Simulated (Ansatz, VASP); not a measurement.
# Cross-check of GaB2P2N between VASP and Ansatz, part 2 of 2

One calculation is typed for both programs; each brings its own data sets. How far apart do they land? The cell is generated by rule, not measured, and may not be a known phase. The cell is taken from a series of runs on this material, whose earlier steps may have relaxed, scaled, displaced or heated it; both programs get it as it stands.

VASP 6.6.1 and Ansatz 0.2.0.

So far. Step 5 (Ansatz: single point, LDA, pair 2): The run ends at a pressure of 1.92 GPa, with forces up to 0.53 eV/Å.

## Step 6: VASP: single point, LDA, pair 2

Level of this step: LDA; plane waves and PAW (B, Ga_d, N, P); invented cell (VASP).

The same cell, functional (in two slightly different forms), mesh and smearing now go to VASP, with its own data sets.

File INCAR:

```
SYSTEM = GaB2P2N
PREC = Accurate
ENCUT = 600
EDIFF = 1E-06
NELM = 120
ISMEAR = 1
SIGMA = 0.2
LREAL = .FALSE.
ALGO = Normal
GGA = PW92
NBANDS = 23
LORBIT = 11
LWAVE = .FALSE.
LCHARG = .FALSE.
ISIF = 2
LASPH = .TRUE.
GGA_COMPAT = .FALSE.
KPAR = 2
```

File POSCAR:

```
GaB2P2N
1.0
    2.2664111837      2.2664111837      0.0000000000
   -2.1931281158      2.1931281158      0.0000000000
    2.2297696498      0.0366415340      6.8744289541
B Ga N P
2 1 1 2
Direct
    0.0063612514      0.9485000498      0.9872774971
    0.3426650793      0.6543517597      0.3146698413
    0.6449598039      0.3577522772      0.7100803921
    0.0655034774      0.4640696831      0.8689930452
    0.4257869266      0.0711663563      0.1484261467
    0.7647234610      0.7356394234      0.4705530779
```

File KPOINTS:

```
Automatic mesh
0
Gamma
12 12 12
0 0 0
```

The projector-augmented-wave data sets are B, Ga_d, N and P (LDA family, release 64).

Run with:

```
$ mpirun -np 2 vasp_std
```

Numbers of over 12 decimals in the logs are rounded to 6 here.

Log:

```text
[banner, memory and clock lines left out]
running    2 mpi-ranks, on    1 nodes
[...]
[... a notice as in an earlier step ...]

 LDA part: xc-table for (Slater(with rela. corr.)+PW92), standard interpolation
 POSCAR, INCAR and KPOINTS ok, starting setup
[...]
entering main loop
       N       E                     dE             d eps       ncg     rms          rms(c)
DAV:   1     0.257970749880E+03    0.25797E+03   -0.17244E+04 22473   0.213E+03
DAV:   2    -0.981956091973E+01   -0.26779E+03   -0.25227E+03 24386   0.502E+02
DAV:   3    -0.426741266812E+02   -0.32855E+02   -0.31907E+02 27176   0.127E+02
DAV:   4    -0.438772402191E+02   -0.12031E+01   -0.11949E+01 28417   0.255E+01
[...]
DAV:  12    -0.410430182140E+02   -0.11483E-05   -0.70568E-05 28302   0.694E-02    0.176E-02
DAV:  13    -0.410430190813E+02   -0.86731E-06   -0.13519E-05 28502   0.231E-02    0.123E-02
DAV:  14    -0.410430194148E+02   -0.33343E-06   -0.90227E-07 18881   0.110E-02
   1 F= -.41043019E+02 E0= -.41042520E+02  d E =-.149814E-02
```

From OUTCAR (step 6):

```text
  Total        1.1271739      1.1271739      0.1470773     -1.4362310     -0.6382501      0.6382501
  in kB       26.4260459     26.4260459      3.4481561    -33.6717402    -14.9634640     14.9634640
  external PRESSURE =      18.7667493 kB  Pullay stress =       0.0000000 kB

 POSITION                                       TOTAL-FORCE (eV/Angst)
 -----------------------------------------------------------------------------------
      0.13564      2.13077      6.78697        -0.127163      0.127163      0.528131
      0.04318      2.22323      2.16318         0.004688     -0.004688      0.044558
      2.26046      2.27236      4.88140        -0.004682      0.004682      0.021878
      1.06835      1.19806      5.97383         0.112767     -0.112767     -0.466154
      1.13989      1.12652      1.02035         0.007761     -0.007761     -0.126735
      1.16905      3.36377      3.23478         0.006629     -0.006629     -0.001678
 -----------------------------------------------------------------------------------
    total drift:                               -0.000145      0.000102     -0.000216

  FREE ENERGIE OF THE ION-ELECTRON SYSTEM (eV)
  ---------------------------------------------------
  free  energy   TOTEN  =       -41.0430194148 eV

  energy  without entropy=      -41.0415212708  energy(sigma->0) =      -41.04252003

[... 3 further parts left out ...]
[key lines of the parts left out:]
E-fermi :   8.6597
```

The run ends at a pressure of 1.88 GPa, with forces up to 0.56 eV/Å.

## Step 7: Side by side

The two programs side by side:

```
      quantity  Ansatz  VASP  difference
pressure (GPa)    1.92  1.88       +0.04
```

Forces (eV/Å; atoms numbered as in POSCAR):

```
atom         Ansatz x, y, z           VASP x, y, z
  B1   -0.116, 0.116, 0.500   -0.127, 0.127, 0.528
  B2   0.005, -0.005, 0.048   0.005, -0.005, 0.045
 Ga3   -0.009, 0.009, 0.068   -0.005, 0.005, 0.022
  N4  0.108, -0.108, -0.502  0.113, -0.113, -0.466
  P5  0.006, -0.006, -0.135  0.008, -0.008, -0.127
  P6   0.006, -0.006, 0.021  0.007, -0.007, -0.002
```

The forces differ by 17 meV/Å r.m.s., which is 9.5 % of the r.m.s. force of 0.178 eV/Å (both taken over all components).

## Step 8: VASP: single point, LDA, pair 3

With cell and atoms fixed, the geometry can't cause a difference; cores, projectors, grids and the points listed under the comparison can.

INCAR is that of step 6.

File POSCAR:

```
GaB2P2N
1.0
    2.2664111837      2.2664111837      0.0000000000
   -2.1931281158      2.1931281158      0.0000000000
    2.2297696498      0.0366415340      6.8744289541
B Ga N P
2 1 1 2
Direct
    0.0063612514      0.9227065076      0.9872774971
    0.3426650793      0.6526470964      0.3146698413
    0.6449598039      0.3593020379      0.7100803921
    0.0655034774      0.4809686320      0.8689930452
    0.4257869266      0.0694253751      0.1484261467
    0.7647234610      0.7358467859      0.4705530779
```

KPOINTS is that of step 6.

Run with:

```
$ mpirun -np 2 vasp_std
```

Log:

```text
[... set-up lines as in an earlier step ...]
 entering main loop
       N       E                     dE             d eps       ncg     rms          rms(c)
DAV:   1     0.258429644230E+03    0.25843E+03   -0.17123E+04 22467   0.212E+03
DAV:   2    -0.100572425403E+02   -0.26849E+03   -0.25285E+03 24329   0.502E+02
DAV:   3    -0.429902898860E+02   -0.32933E+02   -0.32009E+02 27330   0.127E+02
DAV:   4    -0.441816872057E+02   -0.11914E+01   -0.11840E+01 28253   0.256E+01
[...]
DAV:  12    -0.409775808315E+02   -0.32417E-05   -0.70651E-05 27514   0.632E-02    0.204E-02
DAV:  13    -0.409775816453E+02   -0.81381E-06   -0.12361E-05 29320   0.241E-02    0.121E-02
DAV:  14    -0.409775820407E+02   -0.39536E-06   -0.10782E-06 18536   0.110E-02
   1 F= -.40977582E+02 E0= -.40977529E+02  d E =-.158157E-03
```

From OUTCAR (step 8):

```text
  Total        2.7725225      2.7725225      0.6673074     -3.3890860     -0.4419998      0.4419998
  in kB       65.0004461     65.0004461     15.6446983    -79.4554773    -10.3624713     10.3624698
  external PRESSURE =      48.5485302 kB  Pullay stress =       0.0000000 kB

 POSITION                                       TOTAL-FORCE (eV/Angst)
 -----------------------------------------------------------------------------------
      0.19221      2.07421      6.78697        -0.700381      0.700381      1.537468
      0.04692      2.21949      2.16318        -0.000949      0.000949      0.091703
      2.25706      2.27576      4.88140         0.015141     -0.015141      0.116515
      1.03129      1.23512      5.97383         0.653232     -0.653232     -1.491443
      1.14371      1.12271      1.02035         0.013781     -0.013781     -0.277764
      1.16860      3.36423      3.23478         0.019176     -0.019176      0.023520
 -----------------------------------------------------------------------------------
    total drift:                               -0.000059      0.000016     -0.000337

  FREE ENERGIE OF THE ION-ELECTRON SYSTEM (eV)
  ---------------------------------------------------
  free  energy   TOTEN  =       -40.9775820407 eV

  energy  without entropy=      -40.9774238834  energy(sigma->0) =      -40.97752932

[... 2 parts as in an earlier step ...]

[... 1 further part left out ...]
[key lines of the parts left out:]
E-fermi :   8.6508
```

The run ends at a pressure of 4.85 GPa, with forces up to 1.8 eV/Å.

## Step 9: Ansatz: single point, LDA, pair 3

The same cell, functional (in two slightly different forms), mesh and smearing now go to Ansatz, which takes its cutoff from its data sets.

The cell is taken from a series of runs on this material, whose earlier steps may have relaxed, scaled, displaced or heated it; both programs get it as it stands.

File input.yaml:

```yaml
crystal:
  lattice:
    - [2.2664111837, 2.2664111837, 0.0]
    - [-2.1931281158, 2.1931281158, 0.0]
    - [2.2297696498, 0.036641534, 6.8744289541]
  atoms:
    - { symbol: B, position: [0.0063612515, 0.9227065076, 0.9872774971] }
    - { symbol: B, position: [0.3426650794, 0.6526470964, 0.3146698413] }
    - { symbol: Ga, position: [0.6449598039, 0.3593020379, 0.7100803921] }
    - { symbol: "N", position: [0.0655034774, 0.480968632, 0.8689930452] }
    - { symbol: P, position: [0.4257869267, 0.0694253751, 0.1484261467] }
    - { symbol: P, position: [0.7647234611, 0.7358467859, 0.4705530779] }
kpoints:
  mp_grid: { grid: [12, 12, 12] }
hamiltonian:
  xc: lda
scf:
  occupations: { method: methfessel_paxton, width: 0.2 }
output:
  forces: true
  stress: true
  eigenvalues: true
```

Run with:

```
$ ansatz run input.yaml --threads 8 --pin off --max-ram 14336MiB --backend cpu --events-out ev --progress --plain --runs-dir out
```

Log:

```text
[...]
Crystal: 6 atoms, lattice volume = 68.339 Å³
Basis set: ecut = 420 eV, 1331 PW (Γ)
Bands: 23, of which v1, the nominal top of the filled ones, is band 17 counted from 1 (16 counted from 0)
Symmetry: 2 space group operations
[...]
k-points: 476 of 1728 (time reversal used)
[...]
k-point 0: bands = [... 13 lower, 7.1948, 8.7278, 9.8849, 10.5328, 11.3837, 12.0108, 12.6510, 13.4821, ... 2 higher]
  k-point 1: bands = [... 13 lower, 7.2059, 8.6717, 9.8394, 10.5386, 11.3668, 12.0107, 12.6241, 13.4741, ... 2 higher]
  k-point 2: bands = [... 13 lower, 7.2356, 8.5140, 9.7163, 10.5557, 11.3159, 12.0153, 12.5540, 13.4575, ... 2 higher]
  k-point 475: bands = [... 13 lower, 4.8420, 5.1315, 5.7469, 5.8237, 11.5578, 12.0167, 12.3390, 13.1777, ... 2 higher]
[key lines of the parts left out:]
SCF converged after 9 iterations
Free energy (F): -5833.567867 eV
Fermi energy:    11.202704 eV
P = ⅓ Tr σ = 4.8940 GPa (48.940 kbar)
```

The run ends at a pressure of 4.89 GPa, with forces up to 1.8 eV/Å.

## Step 10: Comparison

Both answers:

```
      quantity  Ansatz  VASP  difference
pressure (GPa)    4.89  4.85       +0.04
```

Forces (eV/Å; atoms numbered as in POSCAR):

```
atom         Ansatz x, y, z           VASP x, y, z
  B1   -0.684, 0.684, 1.506   -0.700, 0.700, 1.537
  B2    0.000, 0.000, 0.095   -0.001, 0.001, 0.092
 Ga3   0.008, -0.008, 0.162   0.015, -0.015, 0.117
  N4  0.647, -0.647, -1.522  0.653, -0.653, -1.491
  P5  0.011, -0.011, -0.287  0.014, -0.014, -0.278
  P6   0.019, -0.019, 0.046   0.019, -0.019, 0.024
```

The forces differ by 17 meV/Å r.m.s., which is 2.9 % of the r.m.s. force of 0.602 eV/Å (both taken over all components).

## Step 11: Summary of results

```yaml
r_m_s_force_difference_single_point_lda_pair_1: 0.45 % of the r.m.s. force
r_m_s_force_difference_single_point_lda_pair_2: 17 meV/Å
r_m_s_force_difference_single_point_lda_pair_3: 2.9 % of the r.m.s. force
```

**Reading.** The r.m.s. force difference is 17 meV/Å (single point, LDA, pair 2), beyond the 12 meV/Å picked in this series as the mark of a large difference. What causes the difference of the single point, LDA, pair 2 pair stays open here. 3 further runs of this series are not shown here. How closely two codes agree says nothing of how well the functional describes the real material.

[Lines on the potential files, build, host, timing and source positions are cut from VASP's logs without a mark.]

[Logs are printed without paths, hosts, clocks, repeated set-up lines and the standing remarks that a program may print on its own settings, such as how far it seeks lower states.]

[Hosts, paths, dates, database ids (printed as entryN), source tags and the programs' standing remarks are cut or masked in the printed files.]
